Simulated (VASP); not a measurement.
Level of theory: PBEsol GGA, VASP's PBE PAW potentials (set 64) (plane waves; VASP).

The input files of a VASP run:

POSCAR:
```
TiC
1
    0.0000000000     2.1650000000     2.1650000000
    2.1650000000     0.0000000000     2.1650000000
    2.1650000000     2.1650000000     0.0000000000
Ti C
1 1
Direct
  0.0000000000   0.0000000000   0.0000000000
  0.5000000000   0.5000000000   0.5000000000
```

### INCAR
```
SYSTEM = TiC
PREC = Accurate; ENCUT = 400; LREAL = .FALSE.
LASPH = .TRUE.
EDIFF = 1E-6; NELM = 100; ALGO = Normal
LMAXMIX = 4
ISMEAR = -1; SIGMA = 0.1
GGA = PS
ISIF = 2
LWAVE = .FALSE.; LCHARG = .FALSE.
```

File KPOINTS:
```
Automatic mesh
0
Gamma
4 4 4
0 0 0
```

POTCAR, in this order: Ti_sv C (PBE.64 set). Program: vasp_std.

Output

### OUTCAR
```
 ion  position               nearest neighbor table
   1  0.000  0.000  0.000-   2 2.17   2 2.17   2 2.17   2 2.17   2 2.17   2 2.17
   2  0.500  0.500  0.500-   1 2.17   1 2.17   1 2.17   1 2.17   1 2.17   1 2.17
  LATTYP: Found a face centered cubic cell.
 ALAT       =     4.3300000000
 Subroutine PRICEL returns:
 Original cell was already a primitive cell.
 Subroutine GETGRP returns: Found 48 space group operations
The static configuration has the point symmetry O_h .
The dynamic configuration has the point symmetry O_h .
 Subroutine INISYM returns: Found 48 space group operations
 Subroutine IBZKPT returns following result:
 Found      8 irreducible k-points:

 Following reciprocal coordinates:
            Coordinates               Weight
  0.000000  0.000000  0.000000      1.000000
  0.250000  0.000000  0.000000      8.000000
  0.500000  0.000000  0.000000      4.000000
  0.250000  0.250000  0.000000      6.000000
  0.500000  0.250000  0.000000     24.000000
 -0.250000  0.250000  0.000000     12.000000
  0.500000  0.500000  0.000000      3.000000
 -0.250000  0.500000  0.250000      6.000000
   k-points           NKPTS =      8   k-points in BZ     NKDIM =      8   number of bands    NBANDS=     12
...
```

OSZICAR:
```
       N       E                     dE             d eps       ncg     rms          rms(c)
DAV:   1     0.111149802051E+03    0.11115E+03   -0.74582E+03   192   0.136E+03
DAV:   2    -0.144830538626E+02   -0.12563E+03   -0.11993E+03   204   0.353E+02
DAV:   3    -0.243920529241E+02   -0.99090E+01   -0.95826E+01   240   0.975E+01
DAV:   4    -0.250691839762E+02   -0.67713E+00   -0.67404E+00   228   0.250E+01
DAV:   5    -0.251292733961E+02   -0.60089E-01   -0.60080E-01   292   0.645E+00    0.188E+01
DAV:   6    -0.204529578484E+02    0.46763E+01   -0.29488E+01   228   0.695E+01    0.703E+00
DAV:   7    -0.197923121830E+02    0.66065E+00   -0.44207E+00   228   0.267E+01    0.499E+00
DAV:   8    -0.197545184034E+02    0.37794E-01   -0.15691E-01   196   0.500E+00    0.274E+00
DAV:   9    -0.197535850076E+02    0.93340E-03   -0.12600E-01   212   0.415E+00    0.884E-01
DAV:  10    -0.197493140990E+02    0.42709E-02   -0.17698E-02   212   0.210E+00    0.429E-01
DAV:  11    -0.197485403739E+02    0.77373E-03   -0.52616E-03   216   0.988E-01    0.936E-02
DAV:  12    -0.197484516045E+02    0.88769E-04   -0.49014E-04   208   0.364E-01    0.383E-02
DAV:  13    -0.197484370507E+02    0.14554E-04   -0.27070E-05   260   0.602E-02    0.829E-03
DAV:  14    -0.197484374688E+02   -0.41811E-06   -0.89064E-07   112   0.109E-02
   1 F= -.19748437E+02 E0= -.19737081E+02  d E =-.227125E-01
```

### OUTCAR
```
------------------------ aborting loop because EDIFF is reached ----------------------------------------
  FORCE on cell =-STRESS in cart. coord.  units (eV):
  Direction    XX          YY          ZZ          XY          YZ          ZX
  --------------------------------------------------------------------------------------
  Total       -1.0798678     -1.0798678     -1.0798678      0.0000000      0.0000000      0.0000000
  in kB      -85.2466809    -85.2466809    -85.2466809      0.0000000      0.0000000      0.0000000
  external PRESSURE =     -85.2466809 kB  Pullay stress =       0.0000000 kB
  volume of cell :       20.30
      direct lattice vectors                 reciprocal lattice vectors
     0.000000000  2.165000000  2.165000000    -0.230946882  0.230946882  0.230946882
     2.165000000  0.000000000  2.165000000     0.230946882 -0.230946882  0.230946882
     2.165000000  2.165000000  0.000000000     0.230946882  0.230946882 -0.230946882
 POSITION                                       TOTAL-FORCE (eV/Angst)
 -----------------------------------------------------------------------------------
      0.00000      0.00000      0.00000         0.000000      0.000000     -0.000000
      2.16500      2.16500      2.16500        -0.000000     -0.000000      0.000000
 -----------------------------------------------------------------------------------
    total drift:                                0.000000     -0.000000     -0.000000
  FREE ENERGIE OF THE ION-ELECTRON SYSTEM (eV)
  ---------------------------------------------------
  free  energy   TOTEN  =       -19.7484374688 eV

  energy  without entropy=      -19.7257250016  energy(sigma->0) =      -19.73708124
```
(Selected blocks of OUTCAR.)

At this cut-off the stress carries a Pulay error, which pulls relaxed volumes low.

The structure is a typed TiC crystal (Fm-3m). The cell was not relaxed at this level. The k-mesh is coarse (spacing up to 0.63 per Å, 2π included), so the numbers may not be converged in it. The run is one of a series of settings (KPOINTS 4×4×4 Γ-centred mesh against the base run), some of them coarse on purpose.
